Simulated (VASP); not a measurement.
Given:

```
CELL_PARAMETERS angstrom
      0.00000     2.47500     2.47500
      2.47500     0.00000     2.47500
      2.47500     2.47500     0.00000
ATOMIC_POSITIONS crystal
  Pb 0.00000 0.00000 0.00000
```

Level of theory: PBE GGA, VASP's PBE PAW potentials (set 64) (plane waves; VASP). Run with 480 eV cut-off, 11×11×11 Γ-centred mesh, first-order Methfessel-Paxton smearing of 0.10 eV, potentials Pb_d.

Energy and stress use the plane-wave basis of the starting cell.

**Question.** The ions, cell shape and volume are relaxed. Predict the relaxed structure.

**Answer.** 
```
CELL_PARAMETERS angstrom
      0.00000     2.51457     2.51457
      2.51457     0.00000     2.51457
      2.51457     2.51457     0.00000
ATOMIC_POSITIONS crystal
  Pb 0.00000 0.00000 0.00000
```
Space group Fm-3m (225), at a tolerance of 0.03 Å.

**Question.** How do energy and volume change from the first to the last step?

**Answer.** The energy (σ→0) changes by -9.9 meV/atom and the volume by +4.9 %, in 3 ionic steps.

The compound is Pb in the fcc structure. This run relaxes it. Symmetry was kept, so distortions that lower it aren't found.
